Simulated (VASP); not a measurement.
InSb:

```
In Sb
1.0
     0.00000    3.26032    3.26032
     3.26032    0.00000    3.26032
     3.26032    3.26032    0.00000
In Sb
1 1
Cartesian
  0.0000 0.0000 0.0000
  1.6302 1.6302 1.6302
```

Base run:

| Property | Result |
| --- | --- |
| Program | VASP 6.6.1 |
| Functional | PBE |
| Potentials or basis | VASP PAW PBE potentials, release 64 (In_d, Sb) |
| Cutoff | 520 eV |
| k mesh | 10 × 10 × 10 |
| Occupations | gaussian, width 0.03 eV |
| Spin | no spin polarisation |

Its results: pressure 2.2 GPa.

Task: The run is repeated on the same cell with these changes: functional from PBE to r2SCAN. What comes out?

Result: Pressure 0.7 GPa.

Caveats: the PAW data sets were made with another functional, which shifts forces and pressure a little (some runs).
